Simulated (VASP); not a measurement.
```xyz
4
Lattice="4.0846 0.0000 0.0000 0.0000 4.0846 0.0000 0.0000 0.0000 4.0846" Properties=species:S:1:pos:R:3 pbc="T T T"
Sc     0.0000     0.0000     0.0000
Al     0.0000     2.0423     2.0423
Al     2.0423     0.0000     2.0423
Al     2.0423     2.0423     0.0000
```

Computed with r2SCAN meta-GGA, VASP's PBE PAW potentials (set 64) (plane waves; VASP). Settings: 480 eV cut-off, 8×8×8 Γ-centred mesh, first-order Methfessel-Paxton smearing of 0.10 eV, potentials Sc_sv Al.

Energy and stress use the plane-wave basis of the starting cell.

Question: The ions, cell shape and volume at an external pressure of 5.0 GPa are relaxed. Give the cell that the relaxation ends in.

Answer: 
```xyz
4
Lattice="4.0207 0.0000 0.0000 0.0000 4.0207 0.0000 0.0000 0.0000 4.0207" Properties=species:S:1:pos:R:3 pbc="T T T"
Sc     0.0000     0.0000     0.0000
Al     0.0000     2.0104     2.0104
Al     2.0104     0.0000     2.0104
Al     2.0104     2.0104     0.0000
```
Space group Pm-3m (221), at a tolerance of 0.03 Å.

Question: How do energy and volume change from the first to the last step?

Answer: The energy (σ→0) changes by +11.9 meV/atom and the volume by -4.6 %, in 3 ionic steps.

The compound is Al3Sc in the L1_2 structure. This run relaxes it under an external pressure of 5 GPa. Symmetry was kept, so distortions that lower it aren't found.
